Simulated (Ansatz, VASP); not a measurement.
## NaHf2 in VASP and in Ansatz

Contents of INCAR:

```
SYSTEM = NaHf2
PREC = Accurate
ENCUT = 600
EDIFF = 1E-6
ISMEAR = 0
SIGMA = 0.1
LREAL = .False.
LASPH = .True.
NELM = 60
ALGO = Normal
ISIF = 3
LWAVE = .False.
LCHARG = .False.
GGA = PE
IBRION = 2
NSW = 90
EDIFFG = -0.04
```

Contents of KPOINTS:

```
Automatic mesh
0
Gamma
  6 6 6
  0 0 0
```

The input POSCAR:

```
NaHf2
1.0
    5.4150517684      0.0000000000      0.0000000000
   -2.7075258842      4.6895723943      0.0000000000
    0.0000000000      0.0000000000      2.8149699311
Na Hf
1 2
Direct
    0.0000000000      0.0000000000      0.0000000000
    0.3333333333      0.6666666667      0.5000000000
    0.6666666667      0.3333333333      0.5000000000
```

Input for Ansatz:

```yaml
crystal:
  lattice:
    - [5.4150517684, 0.0, 0.0]
    - [-2.7075258842, 4.6895723943, 0.0]
    - [0.0, 0.0, 2.8149699311]
  atoms:
    - { symbol: Na, position: [0.0, 0.0, 0.0] }
    - { symbol: Hf, position: [0.3333333333, 0.6666666667, 0.5] }
    - { symbol: Hf, position: [0.6666666667, 0.3333333333, 0.5] }
basis:
  ecutwfc: 420
kpoints:
  mp_grid: { grid: [6, 6, 6] }
hamiltonian:
  xc: pbe
scf:
  occupations: { method: gaussian, width: 0.1 }
  lower_state_search: "off"
output:
  forces: true
  stress: true
  eigenvalues: true
relax:
  adjacent_minimum: "off"
  f_tol: 0.04
  max_steps: 70
  cell: { stress_tol: 0.4 }
```

Alike in both runs: task relaxation of cell and atoms; functional PBE; k mesh 6 × 6 × 6; occupations gaussian, width 0.1 eV; no spin polarisation.

|  | VASP | Ansatz |
| --- | --- | --- |
| version | VASP 6.6.1 | Ansatz 0.2.0 |
| potentials or method | VASP PAW PBE potentials, release 64 (Na_pv, Hf_pv) | scalar-relativistic, plane waves, PAW |
| plane-wave cutoff (eV) | 600 | 420 |
| valence electrons in the cell | 27 | 61 |

VASP gave:

* gap on the k mesh at the Fermi level, each at its own relaxed structure (eV): none
* relaxed volume (Å³/atom): 24.09
* relaxed cell length with the largest relative difference (Å): 2.899
* energy change over the relaxation (meV/atom): -11

Task: What did Ansatz give for the same quantities?

Result: gap on the k mesh at the Fermi level, each at its own relaxed structure (eV): none; relaxed volume (Å³/atom): 24.14; relaxed cell length with the largest relative difference (Å): 2.906; energy change over the relaxation (meV/atom): -12.

A gap of «none» marks a metal or a gap that the smearing closes. The two sets of potentials don't hold the same shells in valence.

Caveats: the k mesh is coarse (spacing up to 0.37 Å⁻¹), so the values aren't converged. Spin-orbit coupling is left out, which matters for the levels of Hf.
